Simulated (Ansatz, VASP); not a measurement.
One calculation of Ta3PbO, two programs

```
CELL_PARAMETERS angstrom
4.34338 0.00000 0.00000
0.00000 4.34338 0.00000
0.00000 0.00000 4.34338
ATOMIC_POSITIONS crystal
Ta 0.50000 0.00000 0.00000
Ta 0.00000 0.50000 0.00000
Ta 0.00000 0.00000 0.50000
Pb 0.50000 0.50000 0.50000
O 0.00000 0.00000 0.00000
```

Alike in both runs: functional PBE; k mesh 10 × 10 × 10; occupations gaussian, width 0.1 eV; no spin polarisation.

Ansatz relaxed the structure, and its values are those at the end. VASP's run is a single point on that final structure, the one shown.

|  | VASP | Ansatz |
| --- | --- | --- |
| version | VASP 6.6.1 | Ansatz 0.2.0 |
| potentials or method | VASP PAW PBE potentials, release 64 (Ta_pv, Pb_d, O) | scalar-relativistic, plane waves, PAW |
| plane-wave cutoff (eV) | 520 | 420 |
| valence electrons in the cell | 53 | 59 |

VASP gave:

- gap on the k mesh at the Fermi level (eV): none
- pressure (GPa): 0.2

Which values does Ansatz return?

gap on the k mesh at the Fermi level (eV): none; pressure (GPa): 0.0.

A gap of «none» marks a metal or a gap that the smearing closes. The functional is the same, so the differences come from potentials, cutoffs and numerics. The two sets of potentials don't hold the same shells in valence.

Caveats: an odd number of electrons without spin polarisation forces a metal; a magnetic or distorted state may lie lower. Spin-orbit coupling is left out, which matters for the levels of Pb, Ta.
